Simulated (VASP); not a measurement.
Given:

```yaml
crystal:
  lattice:
    - [0.00000, 2.32252, 2.32252]
    - [2.32252, 0.00000, 2.32252]
    - [2.32252, 2.32252, 0.00000]
  atoms:
    - { symbol: Na, position: [0.00000, 0.00000, 0.00000] }
    - { symbol: F, position: [0.50000, 0.50000, 0.50000] }
```

Method: revTPSS meta-GGA, VASP's PBE PAW potentials (set 64) (plane waves; VASP 6.6.1). Numerical set-up: 520 eV cut-off, 11×11×11 Γ-centred mesh, tetrahedra with Blöchl corrections, potentials Na_pv F.

Estimate the energy per atom (σ→0), band gap (over mesh and band path) with the smallest direct gap where there is one.

- band gap (over mesh and band path) = 6.50 eV
- smallest direct gap (over mesh and band path) = 6.50 eV
- energy per atom (σ→0) = -5.814 eV/atom

Total energies compare only between runs with the same potentials, cut-off and functional.

The compound is NaF in the rock salt structure. It was relaxed first.
